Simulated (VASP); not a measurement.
Mo, 1 atom in the cell. It takes space group Im-3m (No. 229, cubic). Conventional cell: a = 3.147 Å, b = 3.147 Å, c = 3.147 Å, α = 90.00°, β = 90.00°, γ = 90.00°. Around Mo (site symmetry m-3m) lie 8 Mo at 2.73 Å. 

* Program: VASP 6.6.1
* Task: single point
* Functional: PBE
* Potentials or basis: VASP PAW PBE potentials, release 64 (Mo_sv)
* Cutoff: 520 eV
* k mesh: 20 × 20 × 20
* Occupations: fermi-dirac, width 0.1 eV
* Spin: no spin polarisation
* Further INCAR settings: ALGO = Normal; EDIFF = 1e-06

Potentials or basis: VASP PAW PBE potentials, release 64 (Mo_sv).

The run is started by

```sh
$ cat potpaw_PBE.64/Mo_sv/POTCAR > POTCAR
$ mpirun -np 1 vasp_std > vasp.out
```

Hardware: 1 thread of Intel(R) Xeon(R) 6975P-C (Granite Rapids) (shared host).

Q: Estimate the wall time of this run.

A: Run time: 12 s on 1 thread of Intel(R) Xeon(R) 6975P-C (Granite Rapids), with other jobs on the host, peak memory 0.16 GiB. Counts: scf iterations 11, k points 256.
